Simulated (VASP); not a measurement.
Input:

```yaml
crystal:
  lattice:
    - [0.00000, 2.25302, 2.25302]
    - [2.25302, 0.00000, 2.25302]
    - [2.25302, 2.25302, 0.00000]
  atoms:
    - { symbol: Li, position: [0.25000, 0.25000, 0.25000] }
    - { symbol: Li, position: [0.75000, 0.75000, 0.75000] }
    - { symbol: O, position: [0.00000, 0.00000, 0.00000] }
```

These are rev-vdW-DF2, VASP's PBE PAW potentials (set 64) (plane waves; VASP 6.6.1) values and carry that method's errors. Numerical set-up: 520 eV cut-off, 8×8×8 Γ-centred mesh, Gaussian smearing of 0.050 eV, potentials Li_sv O.

Q: Estimate the energy per atom (σ→0), pressure, band gap (on the k-mesh) with the smallest direct gap where there is one.

A: 
| Property | Result |
|---|---|
| band gap (on the k-mesh) | 5.16 eV |
| smallest direct gap (on the k-mesh) | 5.94 eV |
| energy per atom (σ→0) | -3894 meV/atom |
| pressure | 6.09 GPa |

Only differences to runs with the same potentials and settings are physical.

The compound is Li2O in the antifluorite structure. This cell is one point of a volume scan, at 0.94 of the reference volume.
